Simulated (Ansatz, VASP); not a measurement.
# Cross-check of ZnWO4 between VASP and Ansatz, part 2 of 2

Wanted: the spread between two codes on one cell, functional and k mesh. The cell is taken from a series of runs on this material, whose earlier steps may have relaxed, scaled, displaced or heated it; both programs get it as it stands.

VASP 6.6.1 and Ansatz 0.2.0.

So far: Starting point; VASP: G0W0 gap, LDA.

## (3) Ansatz: G0W0 gap, LDA

Level of this step: Ansatz beside VASP: Kohn-Sham DFT, plane waves, LDA (Ansatz).

Ansatz runs on its default PAW (the set named soft_2) files.

The same cell, functional (in two slightly different forms) and mesh now go to Ansatz, which takes its cutoff from its data sets.

File input.yaml:

```yaml
crystal:
  lattice:
    - [4.6062688134, 0.0, 0.009460519]
    - [0.0, 5.6418097085, 0.0]
    - [-0.0420077901, 0.0, 4.8672841519]
  atoms:
    - { symbol: Zn, position: [0.5, 0.6756147325, 0.25] }
    - { symbol: Zn, position: [0.5, 0.3243852675, 0.75] }
    - { symbol: W, position: [0.0, 0.1817616171, 0.25] }
    - { symbol: W, position: [0.0, 0.8182383829, 0.75] }
    - { symbol: O, position: [0.2186025074, 0.10604408, 0.9329128039] }
    - { symbol: O, position: [0.7813974926, 0.10604408, 0.5670871961] }
    - { symbol: O, position: [0.7813974926, 0.89395592, 0.0670871961] }
    - { symbol: O, position: [0.2186025074, 0.89395592, 0.4329128039] }
    - { symbol: O, position: [0.2590044767, 0.3780806908, 0.4038659172] }
    - { symbol: O, position: [0.7409955233, 0.3780806908, 0.0961340828] }
    - { symbol: O, position: [0.7409955233, 0.6219193092, 0.5961340828] }
    - { symbol: O, position: [0.2590044767, 0.6219193092, 0.9038659172] }
kpoints:
  mp_grid: { grid: [4, 2, 4] }
hamiltonian:
  xc: lda
scf:
  occupations: { method: fixed }
gw:
  n_empty_bands: 270
  ecut_chi: 96
  qp_bands: [v4, c4]
  qp_kpoints: band_edges
  screening: { model: contour_deformation }
```

Started as:

```sh
> ansatz run input.yaml --threads 3 --pin off --max-ram 92160MiB --backend cuda --events-out ev --progress --plain --runs-dir out --devices 1 --max-vram 13GiB
```

Numbers of over 12 decimals in the logs are rounded to 6 here.

The log of the run:

```text
GPUs: using 1 of 1 available (devices: 1).
Engine: ansatz 0.2.0, x86_64-unknown-linux-gnu
Pseudopotentials: kind: paw
Pseudopotential: Zn, paw, valence charge 12, recommended cutoff 420 eV (normal), Zn.paw.azcp
Pseudopotential: W, paw, valence charge 14, recommended cutoff 420 eV (normal), W.paw.azcp
Pseudopotential: O, paw, valence charge 6, recommended cutoff 420 eV (normal), O.paw.azcp
Functional definition: SPW92
  exchange = slater_x
  correlation = pw_c
device memory: the entry about to start is reckoned to put 2.2 GiB on a device that reports 60.0 GiB free (of which the cap on the GPU budget leaves the run 13.0 GiB)
GPU FFT provider: cuFFT
GPU libraries: cuBLAS 13.8.2, cuFFT 12.4.0, cuSOLVER 12.3.4
Crystal: 12 atoms, lattice volume = 126.492 Å³
Basis set: ecut = 420 eV, 2489 PW (Γ)
Bands: 62, of which v1, the nominal top of the filled ones, is band 50 counted from 1 (49 counted from 0)
Symmetry: 4 space group operations
Space group: P2/c (ITA 13), of the structure as read, at distance tolerance 5.0e-5 Å
k-points: 20 of 32
Non-local potential: Zn, projectors of the file, l = 0: 2, l = 1: 2, l = 2: 3, l = 3: 1
Non-local potential: W, projectors of the file, l = 0: 3, l = 1: 2, l = 2: 2, l = 3: 1
Non-local potential: O, projectors of the file, l = 0: 2, l = 1: 2, l = 2: 1
PAW form: soft (Blöchl's): semilocal exchange-correlation on the pseudo side does not see the compensation charge
PAW frozen core: Zn, regenerated for the run's functional, and the local potential with it (the file was generated under x = pbe(κ = 0.804, μ = 0.219515), c = pbe(β = 0.066725))
PAW frozen core: W, regenerated for the run's functional, and the local potential with it (the file was generated under x = pbe(κ = 0.804, μ = 0.219515), c = pbe(β = 0.066725))
PAW frozen core: O, regenerated for the run's functional, and the local potential with it (the file was generated under x = pbe(κ = 0.804, μ = 0.219515), c = pbe(β = 0.066725))
PAW one-centre angular grid: Zn, 590 points (default); XC on 64 Gauss nodes
PAW one-centre angular grid: W, 590 points (default); XC on 64 Gauss nodes
PAW one-centre angular grid: O, 110 points (default); XC on 64 Gauss nodes
Initial density: superposition of atomic densities (neutral atoms: chi_scale 0, normalization atom), corrected by the library's trained network
Initial wavefunctions: pseudopotential atomic-orbital guess
GPU buffer pool allocated for 46080 grid points (all kernels)
GPU transforms: local potential and band sums: pruned to the plane-wave sphere, on 32×40×36
Functional: x = slater, c = lda
SCF iter   1: F=—  HF=-31198.133737 eV  |F-HF|=—  |Δ(HF+E_count)|=         —  Δρ=2.18e-2  dr2=5.48e-1  ethr=1.77e-3  ⟨swp⟩=5.0  Hψ=4366  notcnv=0  defer=191
preconditioner: auto → Resta (q_TF=auto, 2.623 Å⁻¹)  ε∞=7.5  [insulator: Δε(μ)=2.632 eV  Ē_g=11.883 eV  n_scr=38 (ndim 8)  ℏωp=30.3 eV  f_vac=0.023  ε∞_Penn≈7.5]
SCF iter   2: F=—  HF=-31198.022549 eV  |F-HF|=—  |Δ(HF+E_count)|=   1.11e-1  Δρ=6.50e-3  dr2=5.27e-2  ethr=5.48e-4  ⟨swp⟩=2.6  Hψ=2248  notcnv=0  defer=190
SCF iter   3: F=—  HF=-31198.013268 eV  |F-HF|=—  |Δ(HF+E_count)|=   9.28e-3  Δρ=2.87e-3  dr2=7.36e-3  ethr=5.27e-5  ⟨swp⟩=2.0  Hψ=1827  notcnv=0  defer=199
SCF iter   4: F=—  HF=-31198.011725 eV  |F-HF|=—  |Δ(HF+E_count)|=   1.54e-3  Δρ=1.33e-3  dr2=2.11e-3  ethr=7.36e-6  ⟨swp⟩=2.0  Hψ=1900  notcnv=0  defer=200
SCF iter   5: F=—  HF=-31198.011220 eV  |F-HF|=—  |Δ(HF+E_count)|=   5.05e-4  Δρ=2.81e-4  dr2=6.68e-5  ethr=2.11e-6  ⟨swp⟩=2.0  Hψ=1855  notcnv=0  defer=200
SCF iter   6: F=—  HF=-31198.011231 eV  |F-HF|=—  |Δ(HF+E_count)|=   1.06e-5  Δρ=1.41e-4  dr2=1.70e-5  ethr=6.68e-8  ⟨swp⟩=2.0  Hψ=2228  notcnv=0  defer=120
SCF iter   7: F=—  HF=-31198.011226 eV  |F-HF|=—  |Δ(HF+E_count)|=   5.10e-6  Δρ=5.02e-5  dr2=3.91e-6  ethr=1.70e-8  ⟨swp⟩=2.0  Hψ=1784  notcnv=0  defer=120
SCF iter   8: F=—  HF=-31198.011225 eV  |F-HF|=—  |Δ(HF+E_count)|=   2.15e-7  Δρ=1.69e-5  dr2=3.89e-7  ethr=3.91e-9  ⟨swp⟩=2.0  Hψ=1759  notcnv=0  defer=120
SCF iter   9: F=-31198.011225 eV  HF=-31198.011225 eV  |F-HF|=7.94e-9  |Δ(HF+E_count)|=  2.11e-10  Δρ=4.33e-6  dr2=3.08e-8  ethr=1.00e-10  ⟨swp⟩=9.2  Hψ=4046  notcnv=0
SCF 1 converged in 9 iterations: F = -31198.011225 eV  dr2 = 3.08e-8
  greatest PAW one-centre occupation: 1.000 electrons in one spin orbital (limit 2), on the W atom at site 3 (counted from 0), in its partial waves of l = 0
device memory: the entry about to start is reckoned to put 2.2 GiB (of the 2.4 GiB reckoned in all, the device holds 0.2 GiB already) on a device that reports 62.0 GiB free (of which the cap on the GPU budget leaves the run 12.8 GiB)
NSCF: frozen V_eff on 20 k-points, pencils in batches of 32, up to order 248
[...]
6    53     12.7600   -17.6121    -4.1343   -23.0604  0.7713    14.1022    14.0740  root
     6    54     12.9439   -16.2798    -4.4606   -22.0847  0.7731    14.3195    14.2883  root
     7    47      8.4218   -27.8635     4.9674   -22.5842  0.7382     8.1081     8.1098  root
     7    48      8.4938   -28.6353     4.9885   -23.3154  0.7443     8.1606     8.1624  root
     7    49      8.7743   -30.2311     5.1125   -24.6961  0.7464     8.3491     8.3519  root
     7    50      8.9616   -32.1372     5.1930   -26.4240  0.7490     8.4374     8.4415  root
     7    51     12.4839   -16.6754    -4.2554   -22.2661  0.7771    13.8468    13.8193  root
     7    52     12.6905   -16.3405    -4.1835   -21.8685  0.7753    14.0628    14.0350  root
     7    53     12.7552   -16.2149    -4.3421   -21.9045  0.7734    14.1324    14.1026  root
     7    54     13.0162   -16.3818    -4.3993   -22.1270  0.7714    14.3942    14.3622  root
     8    47      8.4323   -30.6248     5.1785   -24.9924  0.7458     7.9750     7.9784  root
     8    48      8.5105   -27.8421     4.8433   -22.6942  0.7426     8.2045     8.2060  root
     8    49      8.8342   -30.3444     5.0664   -24.8805  0.7476     8.4342     8.4367  root
     8    50      8.9459   -31.3249     5.1121   -25.7548  0.7478     8.4848     8.4879  root
     8    51     12.3235   -15.5265    -4.1963   -21.0220  0.7846    13.6460    13.6227  root
     8    52     12.7895   -16.2297    -4.3600   -21.9331  0.7737    14.1626    14.1329  root
     8    53     12.7932   -16.5966    -4.2329   -22.1222  0.7777    14.1119    14.0859  root
     8    54     13.0671   -17.1077    -4.2548   -22.6857  0.7659    14.4227    14.3903  root
     9    47      8.2470   -30.0423     5.0804   -24.5239  0.7434     7.8058     7.8091  root
     9    48      8.5271   -26.9128     4.9545   -21.7020  0.7379     8.2695     8.2707  root
     9    49      8.7749   -31.3240     5.1188   -25.7353  0.7496     8.3016     8.3050  root
     9    50      9.0077   -28.8351     4.8967   -23.6450  0.7454     8.7131     8.7144  root
     9    51     12.4068   -16.0649    -4.3663   -21.7456  0.7808    13.7469    13.7212  root
     9    52     12.5357   -15.7633    -4.2149   -21.2634  0.7811    13.8452    13.8209  root
[...]
19    47      8.1065   -30.2100     5.1271   -24.5631  0.7436     7.5817     7.5867  root
    19    48      8.1065   -30.2100     5.1271   -24.5631  0.7436     7.5817     7.5867  root
    19    49      8.6635   -28.5544     5.0188   -23.1953  0.7407     8.3214     8.3233  root
    19    50      8.6635   -28.5544     5.0188   -23.1953  0.7407     8.3214     8.3233  root
    19    51     12.6785   -15.8843    -4.5563   -21.7719  0.7771    14.0388    14.0098  root
    19    52     12.6785   -15.8843    -4.5563   -21.7719  0.7771    14.0388    14.0098  root
    19    53     13.0006   -17.1374    -4.1603   -22.5906  0.7710    14.3219    14.2935  root
    19    54     13.0006   -17.1374    -4.1603   -22.5906  0.7710    14.3219    14.2935  root
```

The column dr2 measures how far the density is from self-consistency, as an energy; F and HF (Harris–Foulkes) agree once it is small.

## (4) Side by side

Known differences besides the potentials themselves: the two LDA forms differ slightly; fixed occupations in Ansatz, narrow Gaussian smearing in VASP; the data sets hold 100 valence electrons in Ansatz (on its default PAW (the set named soft_2) files) and 116 in VASP; the cutoff is 420 eV in Ansatz and 440 eV in VASP; VASP's log shows a relativistic correction to its local exchange, Ansatz's none; Ansatz integrates over frequency by contour deformation, VASP on a grid of NOMEGA points. Total energies have different zeros and are not compared.

Both answers:

```csv
quantity,Ansatz,VASP,difference
G0W0 gap on the mesh (eV),4.49,4.82,-0.33
Kohn-Sham gap under it (eV),2.87,2.87,0.00
```

VASP's log warns that its frequency grid doesn't suit quasiparticle energies on this mesh.

## (5) Outcome

| Property | Result |
| --- | --- |
| difference in G0W0 gap on the mesh (G0W0 gap, LDA) | -0.33 eV |

What this shows: The difference in G0W0 gap on the mesh is -0.33 eV (G0W0 gap, LDA). The data sets hold unlike numbers of valence electrons (100 in Ansatz and 116 in VASP), so part of the differences comes from the potentials. What causes the difference of the G0W0 gap, LDA pair stays open here. How closely two codes agree says nothing of how well the functional describes the real material.

[Lines on the potential files, build, host, timing and source positions are cut from VASP's logs without a mark.]

[Logs are printed without paths, hosts, clocks, repeated set-up lines and the standing remarks that a program may print on its own settings, such as how far it seeks lower states.]

[Hosts, paths, dates, database ids (printed as entryN), source tags and the programs' standing remarks are cut or masked in the printed files.]
